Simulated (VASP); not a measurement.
```
YN
1.0
    0.00000     2.45153     2.45153
    2.45153     0.00000     2.45153
    2.45153     2.45153     0.00000
Y N
1 1
Direct
  0.00000   0.00000   0.00000
  0.50000   0.50000   0.50000
```

Calculation: PBE GGA, VASP's PBE PAW potentials (set 64) (plane waves; VASP). Run with PREC = Normal, EDIFF = 1E-5, 400 eV cut-off, 9×9×9 Γ-centred mesh, Gaussian smearing of 0.050 eV, potentials Y_sv N.

At this cut-off the stress carries a Pulay error, which pulls relaxed volumes low.

Problem. Predict the energy per atom (σ→0), pressure.

Solution. 
```yaml
energy per atom (σ→0): -9.117 eV/atom
pressure: -2.13 GPa
```

Only differences to runs with the same potentials and settings are physical.

The structure comes from a computed database's YN entry (Fm-3m); how it stands against other phases isn't given here. It was relaxed first.
